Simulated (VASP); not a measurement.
Computed with PBE GGA, VASP's PBE PAW potentials (set 64) (plane waves; VASP 6.6.1).

A VASP calculation is set up with these files.

INCAR:
```
ALGO=Normal
EDIFF=1E-6
ENCUT=400
GGA=PE
ISIF=2
ISMEAR=1
KGAMMA=.TRUE.
KSPACING=0.16
LASPH=.TRUE.
LCHARG=.FALSE.
LMAXMIX=4
LREAL=.FALSE.
LWAVE=.FALSE.
NELM=100
PREC=Accurate
SIGMA=0.1
SYSTEM=Sr
```

**POSCAR**
```
Sr
1.0
  0.0000000000   3.0400000000   3.0400000000
  3.0400000000   0.0000000000   3.0400000000
  3.0400000000   3.0400000000   0.0000000000
Sr
1
direct
  0.0000000000   0.0000000000   0.0000000000
```

POTCAR, in this order: Sr_sv (PBE.64 set). Program: vasp_std.

What VASP printed:

### OUTCAR
```
 ion  position               nearest neighbor table
   1  0.000  0.000  0.000-
  LATTYP: Found a face centered cubic cell.
 ALAT       =     6.0800000000
 Subroutine PRICEL returns:
 Original cell was already a primitive cell.
 Subroutine GETGRP returns: Found 48 space group operations
The static configuration has the point symmetry O_h .
The dynamic configuration has the point symmetry O_h .
 Subroutine INISYM returns: Found 48 space group operations
 Subroutine IBZKPT returns following result:
 Found     72 irreducible k-points:

 Following reciprocal coordinates:
            Coordinates               Weight
  0.000000  0.000000  0.000000      1.000000
  0.083333  0.000000  0.000000      8.000000
  0.166667  0.000000  0.000000      8.000000
  0.250000  0.000000  0.000000      8.000000
  0.333333  0.000000  0.000000      8.000000
  0.416667  0.000000  0.000000      8.000000
  0.500000  0.000000  0.000000      4.000000
  0.083333  0.083333  0.000000      6.000000
  0.166667  0.083333  0.000000     24.000000
  0.250000  0.083333  0.000000     24.000000
  0.333333  0.083333  0.000000     24.000000
  0.416667  0.083333  0.000000     24.000000
  0.500000  0.083333  0.000000     24.000000
 -0.416667  0.083333  0.000000     24.000000
 -0.333333  0.083333  0.000000     24.000000
 -0.250000  0.083333  0.000000     24.000000
 -0.166667  0.083333  0.000000     24.000000
 -0.083333  0.083333  0.000000     12.000000
  0.166667  0.166667  0.000000      6.000000
  0.250000  0.166667  0.000000     24.000000
  0.333333  0.166667  0.000000     24.000000
  0.416667  0.166667  0.000000     24.000000
  0.500000  0.166667  0.000000     24.000000
 -0.416667  0.166667  0.000000     24.000000
 -0.333333  0.166667  0.000000     24.000000
...
```

### OSZICAR
```
       N       E                     dE             d eps       ncg     rms          rms(c)
DAV:   1     0.304877262570E+02    0.30488E+02   -0.42799E+03  1304   0.781E+02
DAV:   2    -0.285473335796E+00   -0.30773E+02   -0.30496E+02  1463   0.146E+02
DAV:   3    -0.160323796212E+01   -0.13178E+01   -0.13130E+01  1996   0.242E+01
DAV:   4    -0.163221143512E+01   -0.28973E-01   -0.28949E-01  1848   0.368E+00
DAV:   5    -0.163266593341E+01   -0.45450E-03   -0.45415E-03  2030   0.314E-01    0.109E+01
DAV:   6    -0.163333972283E+01   -0.67379E-03   -0.63818E-03  1683   0.107E+00    0.616E+00
DAV:   7    -0.163394758011E+01   -0.60786E-03   -0.11035E-02  1505   0.138E+00    0.287E-01
DAV:   8    -0.163393637880E+01    0.11201E-04   -0.18045E-03  2016   0.254E-01    0.131E-01
DAV:   9    -0.163395331899E+01   -0.16940E-04   -0.25227E-05  1648   0.559E-02    0.346E-02
DAV:  10    -0.163397311606E+01   -0.19797E-04   -0.10257E-05  1606   0.319E-02    0.418E-02
DAV:  11    -0.163397251524E+01    0.60082E-06   -0.66937E-07  1059   0.863E-03
   1 F= -.16339725E+01 E0= -.16335406E+01  d E =-.129565E-02
```

File OUTCAR:
```
------------------------ aborting loop because EDIFF is reached ----------------------------------------
  FORCE on cell =-STRESS in cart. coord.  units (eV):
  Direction    XX          YY          ZZ          XY          YZ          ZX
  --------------------------------------------------------------------------------------
  Total       -0.1218568     -0.1218568     -0.1218568      0.0000000      0.0000000      0.0000000
  in kB       -3.4746397     -3.4746397     -3.4746397      0.0000000      0.0000000      0.0000000
  external PRESSURE =      -3.4746397 kB  Pullay stress =       0.0000000 kB
  volume of cell :       56.19
      direct lattice vectors                 reciprocal lattice vectors
     0.000000000  3.040000000  3.040000000    -0.164473684  0.164473684  0.164473684
     3.040000000  0.000000000  3.040000000     0.164473684 -0.164473684  0.164473684
     3.040000000  3.040000000  0.000000000     0.164473684  0.164473684 -0.164473684
 POSITION                                       TOTAL-FORCE (eV/Angst)
 -----------------------------------------------------------------------------------
      0.00000      0.00000      0.00000         0.000000      0.000000      0.000000
 -----------------------------------------------------------------------------------
    total drift:                               -0.000000     -0.000000     -0.000000
  FREE ENERGIE OF THE ION-ELECTRON SYSTEM (eV)
  ---------------------------------------------------
  free  energy   TOTEN  =        -1.6339725152 eV

  energy  without entropy=       -1.6326768617  energy(sigma->0) =       -1.63354063
```
(Selected blocks of OUTCAR.)

The compound is Sr in the fcc structure. The cell was not relaxed at this level. The run is one of a series of settings (KGAMMA = .TRUE., KSPACING = 0.16, KPOINTS file removed against the base run), some of them coarse on purpose.
